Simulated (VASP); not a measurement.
Here is the system:

```
CELL_PARAMETERS angstrom
      4.51645     0.00000     0.00000
      0.00000     4.51645     0.00000
      0.00000     0.00000     4.51645
ATOMIC_POSITIONS crystal
  Cs 0.00000 0.00000 0.00000
  I  0.50000 0.50000 0.50000
```

Calculation: PBEsol GGA, VASP's PBE PAW potentials (set 64) (plane waves; VASP). Settings: 500 eV cut-off, 6×6×6 Γ-centred mesh, Gaussian smearing of 0.050 eV, potentials Cs_sv I.

Energy and stress use the plane-wave basis of the starting cell.

Task: The ions, cell shape and volume at an external pressure of 5.0 GPa are relaxed. Predict the relaxed structure.

Result: 
```
CELL_PARAMETERS angstrom
      4.19494     0.00000     0.00000
      0.00000     4.19494     0.00000
      0.00000     0.00000     4.19494
ATOMIC_POSITIONS crystal
  Cs 0.00000 0.00000 0.00000
  I  0.50000 0.50000 0.50000
```
Space group Pm-3m (221), at a tolerance of 0.03 Å.

Task: How do energy and volume change from the first to the last step?

Result: The energy (σ→0) changes by +112.2 meV/atom and the volume by -19.9 %, in 3 ionic steps.

The compound is CsI in the CsCl type structure. This run relaxes it under an external pressure of 5 GPa. Symmetry was kept, so distortions that lower it aren't found.
